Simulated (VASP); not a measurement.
# CuPt6 (Pm-3m) in VASP: single point with PBE

Aim: the single point of CuPt6 with PBE.

Program: VASP 6.6.1. These are calculated values, not measurements. Logs are shortened: lines on timing, memory, paths and dates and some standing lists are left out, and cuts for length are marked.

## Step 1: The cell of the first run

It takes space group Pm-3m (No. 221, cubic). Conventional cell: a = 5.107 Å, b = 5.107 Å, c = 5.107 Å, α = 90.00°, β = 90.00°, γ = 90.00°. Around Cu (site symmetry m-3m) lie 6 Pt at 1.71 Å. Pt (site symmetry 4mm) has 1 Pt at 1.68 Å and 1 Cu at 1.71 Å as nearest neighbours.

The cell was built by a generator and needn't be a form met in nature.

## Step 2: Single point, PBE (random cell by space group and Wyckoff sites (Pm-3m, No. 221))

The input, INCAR:

```
PREC = Accurate
ENCUT = 520
EDIFF = 1E-6
ISMEAR = 0
SIGMA = 0.1
LREAL = False
LASPH = True
NELM = 100
ALGO = Normal
ISIF = 2
LWAVE = False
LCHARG = False
GGA = PE
NBANDS = 44
```

The input, KPOINTS:

```
Automatic mesh
0
Gamma
  4 4 4
```

The input, POSCAR:

```
CuPt6
1.0
    5.1072312500      0.0000000000      0.0000000000
    0.0000000000      5.1072312500      0.0000000000
    0.0000000000      0.0000000000      5.1072312500
Cu Pt
1 6
Direct
    0.5000000000      0.5000000000      0.5000000000
    0.1644585900      0.5000000000      0.5000000000
    0.8355414100      0.5000000000      0.5000000000
    0.5000000000      0.1644585900      0.5000000000
    0.5000000000      0.8355414100      0.5000000000
    0.5000000000      0.5000000000      0.1644585900
    0.5000000000      0.5000000000      0.8355414100
```

Potentials or basis: VASP PAW PBE potentials, release 64 (Cu, Pt).

Launch:

```sh
> cat potpaw_PBE.64/Cu/POTCAR potpaw_PBE.64/Pt/POTCAR > POTCAR
> mpirun -np 1 vasp_std > vasp.out
```

OUTCAR:

```text
PREC = Accurate
   ENCUT = 520
   EDIFF = 1E-6
   ISMEAR = 0
   LREAL = False
   LASPH = True
   NELM = 100
   ISIF = 2
   GGA = PE

 ion  position               nearest neighbor table
   1  0.500  0.500  0.500-   2 1.71   3 1.71   4 1.71   5 1.71   6 1.71   7 1.71
   2  0.164  0.500  0.500-   3 1.68   1 1.71   4 2.42   5 2.42   6 2.42   7 2.42   3 3.43
   3  0.836  0.500  0.500-   2 1.68   1 1.71   4 2.42   5 2.42   6 2.42   7 2.42   2 3.43
   4  0.500  0.164  0.500-   5 1.68   1 1.71   3 2.42   2 2.42   6 2.42   7 2.42   5 3.43
   5  0.500  0.836  0.500-   4 1.68   1 1.71   3 2.42   2 2.42   6 2.42   7 2.42   4 3.43
   6  0.500  0.500  0.164-   7 1.68   1 1.71   3 2.42   4 2.42   5 2.42   2 2.42   7 3.43
   7  0.500  0.500  0.836-   6 1.68   1 1.71   3 2.42   4 2.42   5 2.42   2 2.42   6 3.43

 -----------------------------------------------------------------------------
|                                                                             |
|           W    W    AA    RRRRR   N    N  II  N    N   GGGG   !!!           |
|           W    W   A  A   R    R  NN   N  II  NN   N  G    G  !!!           |
|           W    W  A    A  R    R  N N  N  II  N N  N  G       !!!           |
|           W WW W  AAAAAA  RRRRR   N  N N  II  N  N N  G  GGG   !            |
|           WW  WW  A    A  R   R   N   NN  II  N   NN  G    G                |
|           W    W  A    A  R    R  N    N  II  N    N   GGGG   !!!           |
|                                                                             |
|     The distance between some ions is very small. Please check the          |
|     nearest-neighbor list in the OUTCAR file.                               |
|     I HOPE YOU KNOW WHAT YOU ARE DOING!                                     |
|                                                                             |
 -----------------------------------------------------------------------------

  LATTYP: Found a simple cubic cell.
 ALAT       =     5.1072312500

  Lattice vectors:

 A1 = (   5.1072312500,   0.0000000000,   0.0000000000)
 A2 = (   0.0000000000,   5.1072312500,   0.0000000000)
 A3 = (   0.0000000000,   0.0000000000,   5.1072312500)

Analysis of symmetry for initial positions (statically):
=====================================================================
 Subroutine PRICEL returns:
 Original cell was already a primitive cell.

 Routine SETGRP: Setting up the symmetry group for a
 simple cubic supercell.

 Subroutine GETGRP returns: Found 48 space group operations
 (whereof 48 operations were pure point group operations)
 out of a pool of 48 trial point group operations.

The static configuration has the point symmetry O_h .

Analysis of symmetry for dynamics (positions and initial velocities):
=====================================================================
 Subroutine PRICEL returns:
 Original cell was already a primitive cell.

 Routine SETGRP: Setting up the symmetry group for a
 simple cubic supercell.

 Subroutine GETGRP returns: Found 48 space group operations
 (whereof 48 operations were pure point group operations)
 out of a pool of 48 trial point group operations.

The dynamic configuration has the point symmetry O_h .

 Subroutine INISYM returns: Found 48 space group operations
 (whereof 48 operations are pure point group operations),
 and found     1 'primitive' translations

----------------------------------------------------------------------------------------

                                     Primitive cell

  volume of cell :     133.2161

  direct lattice vectors                    reciprocal lattice vectors
     5.107231250  0.000000000  0.000000000     0.195800807  0.000000000  0.000000000
     0.000000000  5.107231250  0.000000000     0.000000000  0.195800807  0.000000000
     0.000000000  0.000000000  5.107231250     0.000000000  0.000000000  0.195800807

  length of vectors
     5.107231250  5.107231250  5.107231250     0.195800807  0.195800807  0.195800807

  position of ions in fractional coordinates (direct lattice)
     0.500000000  0.500000000  0.500000000
     0.164458590  0.500000000  0.500000000
     0.835541410  0.500000000  0.500000000
     0.500000000  0.164458590  0.500000000
     0.500000000  0.835541410  0.500000000
     0.500000000  0.500000000  0.164458590
     0.500000000  0.500000000  0.835541410

  ion indices of the primitive-cell ions
   primitive index   ion index
                 1           1
                 2           2
                 3           3
                 4           4
                 5           5
                 6           6
                 7           7

----------------------------------------------------------------------------------------

 KPOINTS: Automatic mesh

Automatic generation of k-mesh.
 Grid dimensions read from file:
 generate k-points for:    4    4    4

 Generating k-lattice:

  Cartesian coordinates                     Fractional coordinates (reciprocal lattice)
     0.048950202  0.000000000  0.000000000     0.250000000  0.000000000  0.000000000
     0.000000000  0.048950202  0.000000000     0.000000000  0.250000000  0.000000000
     0.000000000  0.000000000  0.048950202     0.000000000  0.000000000  0.250000000

  Length of vectors
     0.048950202  0.048950202  0.048950202

  Shift w.r.t. Gamma in fractional coordinates (k-lattice)
     0.000000000  0.000000000  0.000000000

 Subroutine IBZKPT returns following result:
 ===========================================

 Found     10 irreducible k-points:

 Following reciprocal coordinates:
            Coordinates               Weight
  0.000000  0.000000  0.000000      1.000000
  0.250000  0.000000  0.000000      6.000000
  0.500000  0.000000  0.000000      3.000000
  0.250000  0.250000  0.000000     12.000000
  0.500000  0.250000  0.000000     12.000000
  0.500000  0.500000  0.000000      3.000000
  0.250000  0.250000  0.250000      8.000000
  0.500000  0.250000  0.250000     12.000000
  0.500000  0.500000  0.250000      6.000000
  0.500000  0.500000  0.500000      1.000000
   k-points           NKPTS =     10   k-points in BZ     NKDIM =     10   number of bands    NBANDS=     44
   number of dos      NEDOS =    301   number of ions     NIONS =      7
   total plane-waves  NPLWV =  64000
   dimension x,y,z NGX =    40 NGY =   40 NGZ =   40
   dimension x,y,z NGXF=    80 NGYF=   80 NGZF=   80
   ions per type =               1   6
   NGX,Y,Z   is equivalent  to a cutoff of  13.02, 13.02, 13.02 a.u.
   NGXF,Y,Z  is equivalent  to a cutoff of  26.04, 26.04, 26.04 a.u.
 SYSTEM =  unknown system
   PREC   = accura    normal or accurate (medium, high low for compatibility)
   ISTART =      0    job   : 0-new  1-cont  2-samecut
   ICHARG =      2    charge: 1-file 2-atom 10-const
   ISPIN  =      1    spin polarized calculation?
   LNONCOLLINEAR =      F non collinear calculations
   LSORBIT =      F    spin-orbit coupling
   LASPH  =      T    aspherical Exc in radial PAW
   ENCUT  =  520.0 eV  38.22 Ry    6.18 a.u.   9.50  9.50  9.50*2*pi/ulx,y,z
   NELM   =    100;   NELMIN=  2; NELMDL= -5     # of ELM steps
   EDIFF  = 0.1E-05   stopping-criterion for ELM
   LREAL  =      F    real-space projection
   EDIFFG = 0.1E-04   stopping-criterion for IOM
   NSW    =      0    number of steps for IOM
   IBRION =     -1    ionic relax: 0-MD 1-quasi-New 2-CG
   NFREE  =      0    steps in history (QN), initial steepest desc. (CG)
   ISIF   =      2    stress and relaxation
   ISYM   =      2    0-nonsym 1-usesym 2-fastsym
   POTIM  = 0.5000    time-step for ionic-motion
   TEBEG  =    0.0;   TEEND  =   0.0 temperature during run
   PSTRESS=    0.0 pullay stress
   NELECT =      71.0000    total number of electrons
   NUPDOWN=      -1.0000    fix difference up-down
   EMIN   =  10.00;   EMAX   =-10.00  energy-range for DOS
   EFERMI =   0.00;   METHOD = LEGACY
   ISMEAR =     0;   SIGMA  =   0.10  broadening in eV -4-tet -1-fermi 0-gaus
   EFERMI_NEDOS =   21; number of points for ismear=-14 and -15
   IALGO  =     38    algorithm
   IMIX   =      4    mixing-type and parameters
     AMIX     =   0.40;   BMIX     =  1.00
     AMIX_MAG =   1.60;   BMIX_MAG =  1.00
  volume/ion in A,a.u.               =      19.03       128.43
  Fermi-wavevector in a.u.,A,eV,Ry     =   1.327319  2.508270 23.970427  1.761777
  Thomas-Fermi vector in A             =   2.456641
   LORBIT       =      0    0 simple, 1 ext, 2 COOP (PROOUT), +10 PAW based schemes
   GGA     = PE    functional components
   LHFCALC =     F    Hartree Fock is set to
   AEXX    =    0.0000 exact exchange contribution
   IVDW    =     0    specifies the selected vdW correction
   LEPSILON=     F    determine dielectric tensor
   LRPA    =     F    only Hartree local field effects (RPA)
 non-spin polarized calculation
 Gauss-broadening in eV      SIGMA  =   0.10
  energy-cutoff  :      520.00
  volume of cell :      133.22
 maximum number of plane-waves:      3695
 NGX is ok and might be reduce to    40
   NGX = 19   NGY = 19   NGZ = 19

 number of electron      70.9999958 magnetization

 Free energy of the ion-electron system (eV)
  ---------------------------------------------------
  ext. energy  EPLUGINS =         0.00000000
  ---------------------------------------------------
  free energy    TOTEN  =        58.45762650 eV

  energy without entropy =       58.49144663  energy(sigma->0) =       58.47453657

 E-fermi :   8.4401     XC(G=0): -10.3464

 val. band max:        8.4185580389   @ k =   0.5000   0.5000   0.0000
 cond. band min:       8.6094466840   @ k =   0.5000   0.5000   0.5000
 fundamental gap:      0.1908886451
 Fermi energy:         8.4401035842

 k-point     1 :       0.0000    0.0000    0.0000
  band No.  band energies     occupation
      1      -7.1279      2.00000
      2      -7.0222      2.00000
      3      -7.0222      2.00000
      4      -5.4374      2.00000
      5      -5.4374      2.00000
      6      -5.4374      2.00000
[... 36 lines left out ...]
     43      16.0260      0.00000
     44      16.0260      0.00000
[... 382 lines left out ...]
      4      -4.0009      2.00000
      5      -4.0009      2.00000
      6      -3.6588      2.00000
[... 36 lines left out ...]
     43      13.0312      0.00000
     44      18.9355      0.00000

------------------------ aborting loop because EDIFF is reached ----------------------------------------

  FORCE on cell =-STRESS in cart. coord.  units (eV):
  Direction    XX          YY          ZZ          XY          YZ          ZX
  --------------------------------------------------------------------------------------
  -------------------------------------------------------------------------------------
  Total      225.8649427    225.8649427    225.8649427     -0.0000000      0.0000000     -0.0000000
  in kB     2716.4570459   2716.4570459   2716.4570459     -0.0000000      0.0000000     -0.0000000
  external PRESSURE =    2716.4570459 kB  Pullay stress =       0.0000000 kB

 VOLUME and BASIS-vectors are now :
 -----------------------------------------------------------------------------
  energy-cutoff  :      520.00
  volume of cell :      133.22
      direct lattice vectors                 reciprocal lattice vectors
     5.107231250  0.000000000  0.000000000     0.195800807  0.000000000  0.000000000
     0.000000000  5.107231250  0.000000000     0.000000000  0.195800807  0.000000000
     0.000000000  0.000000000  5.107231250     0.000000000  0.000000000  0.195800807

 POSITION                                       TOTAL-FORCE (eV/Angst)
 -----------------------------------------------------------------------------------
      2.55362      2.55362      2.55362         0.000000     -0.000000      0.000000
      0.83993      2.55362      2.55362         0.194851     -0.000000      0.000000
      4.26730      2.55362      2.55362        -0.194851     -0.000000      0.000000
      2.55362      0.83993      2.55362        -0.000000      0.194851      0.000000
      2.55362      4.26730      2.55362         0.000000     -0.194851      0.000000
      2.55362      2.55362      0.83993        -0.000000     -0.000000      0.194851
      2.55362      2.55362      4.26730         0.000000     -0.000000     -0.194851
 -----------------------------------------------------------------------------------
    total drift:                                0.000000     -0.000000     -0.000000

  FREE ENERGIE OF THE ION-ELECTRON SYSTEM (eV)
  ---------------------------------------------------
  free  energy   TOTEN  =        58.4576265024 eV

  energy  without entropy=       58.4914466320  energy(sigma->0) =       58.47453657
```

Run time: 2.9 min. Hardware: 1 thread of Intel Xeon Platinum 8375C at 2.90GHz (Ice Lake), shared host; peak memory 0.26 GiB.

What came out:

```yaml
Free_energy: 58.4576 eV
Pressure: 271.6 GPa
Largest_force: 0.195 eV/Å
Band_gap_on_the_k_mesh: none (metal or under the smearing width)
```

Forces in eV/Å, atoms in the order of the input:
```
Cu   0.000  0.000  0.000
Pt   0.195  0.000  0.000
Pt  -0.195  0.000  0.000
Pt   0.000  0.195  0.000
Pt   0.000 -0.195  0.000
Pt   0.000  0.000  0.195
Pt   0.000  0.000 -0.195
```

Caveat: a pressure of tens of GPa on the cell as given is suspect, and the run, the potentials or the cell itself is likely at fault. Spin-orbit coupling is left out, which matters for the levels of Pt.
